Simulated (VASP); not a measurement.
Shape and ions are relaxed at each volume.

Energy against volume of ZnS (wurtzite). All values below come from vdW-DF2, VASP's PBE PAW potentials (set 64) (plane waves; VASP).

```tsv
V (Å³/atom)	E (eV/atom)
20.350	-0.86053
21.000	-0.87310
21.649	-0.87717
22.299	-0.87407
22.948	-0.86491
```

Task: Fit a third-order Birch-Murnaghan equation of state.

Result: 
```json
{
 "volume_per_atom": "21.68 Å³/atom",
 "bulk_modulus": "58.5 GPa",
 "pressure_derivative_of_the_bulk_modulus": "4.63"
}
```

Measured: bulk modulus 80.0 GPa (computed value off by -26.9 %), as given by Isothermal phase behavior of Ag3SbS3, ZnGeP2, and ZnS (abstract). The calculation is for a static lattice, while the measured bulk modulus holds thermal and zero-point effects, which are part of the difference.

The compound is ZnS in the wurtzite structure, the high-temperature form. It was relaxed first, which changed the volume by +10 %.
